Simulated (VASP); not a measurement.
F2, in a box:

```
F
1.0
    11.85123    0.00000    0.00000
     0.00000   12.35123    0.00000
     0.00000    0.00000   12.85123
F
2
Direct
  0.51282 0.55875 0.49122
  0.48681 0.44780 0.50903
```

Base run:

| Property | Result |
| --- | --- |
| Program | VASP 6.6.1 |
| Functional | rev-vdW-DF2 |
| Potentials or basis | VASP PAW PBE potentials, release 64 (F) |
| Cutoff | 400 eV |
| k mesh | 1 × 1 × 1 |
| Occupations | gaussian, width 0.01 eV |
| Spin | no spin polarisation |

Its results: gap between the frontier levels 3.43 eV; largest force 0.038 eV/Å.

Problem. The run is repeated on the same cell with these changes: functional from rev-vdW-DF2 to PBEsol. What comes out?

Solution. Gap between the frontier levels 3.36 eV; largest force 0.535 eV/Å.

Caveats: the PAW data sets were made with another functional, which shifts forces and pressure a little.

